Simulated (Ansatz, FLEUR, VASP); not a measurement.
CrB (I4_1/amd, 8 atoms in the cell) computed with different codes at matched settings

Self-consistent single point.

```yaml
crystal:
  lattice:
    - [-1.45024, 1.45024, 7.80152]
    - [1.45024, -1.45024, 7.80152]
    - [1.45024, 1.45024, -7.80152]
  atoms:
    - { symbol: Cr, position: [0.19757, 0.19757, 0.00000] }
    - { symbol: Cr, position: [0.94757, 0.44757, 0.50000] }
    - { symbol: Cr, position: [0.55243, 0.05243, 0.50000] }
    - { symbol: Cr, position: [0.80243, 0.80243, 0.00000] }
    - { symbol: B, position: [0.34227, 0.34227, 0.00000] }
    - { symbol: B, position: [0.09227, 0.59227, 0.50000] }
    - { symbol: B, position: [0.40773, 0.90773, 0.50000] }
    - { symbol: B, position: [0.65773, 0.65773, 0.00000] }
```

Shared settings, as Ansatz (a first-principles code) writes them: kpoints.mp_grid.grid = 7 7 7; scf.occupations.method = gaussian; scf.occupations.width = 0.05 eV. Potentials and cutoffs stand in the table.

| code | model | pressure (GPa) | largest force (eV/Å) | cutoff |
|---|---|---|---|---|
| Ansatz | LDA (PW92), PAW files made with PBE | -10.84 | 0.078 | default |
| VASP | LDA (PZ), VASP's LDA PAW potentials (set 64) | -11.27 | 0.067 | 400 eV |
| FLEUR | LDA (Perdew-Zunger), all-electron FLAPW (FLEUR), scalar-relativistic valence | – | 0.090 | Kmax 3.9 1/bohr |

Size of the force on each atom (eV/Å): Sizes of forces hide their directions.

```
code      Cr1    Cr2    Cr3    Cr4     B5     B6     B7     B8
------  -----  -----  -----  -----  -----  -----  -----  -----
Ansatz  0.078  0.078  0.078  0.078  0.071  0.071  0.071  0.071
VASP    0.055  0.055  0.055  0.055  0.067  0.067  0.067  0.067
FLEUR   0.090  0.090  0.090  0.090  0.054  0.054  0.054  0.054
```

A dash marks a value that a program does not give, or that is left out as unsure.

On Ansatz's run: spin polarisation is off.

The spread over the programs that give each value: pressure within 0.43 GPa; largest force within 0.023 eV/Å.

FLEUR treats all electrons, but the usual bases taken here (sphere radii, linearisation, local orbitals, empty states) were not tested for convergence, so the values are no reference for the others. Ansatz's pressure is given at a fixed set of plane waves, as the other plane-wave codes print theirs; with its correction for the finite basis it is -10.69 GPa. The same LDA comes in different parametrisations, which differ slightly.

VASP's run is marked for a possible Pulay error in its stress at this cutoff; no cutoff test was made.

The starting cell comes from a database of computed structures (which also holds hypothetical and non-ambient phases and stackings), without a prior relaxation at this level.

Keys are those of Ansatz 0.2.
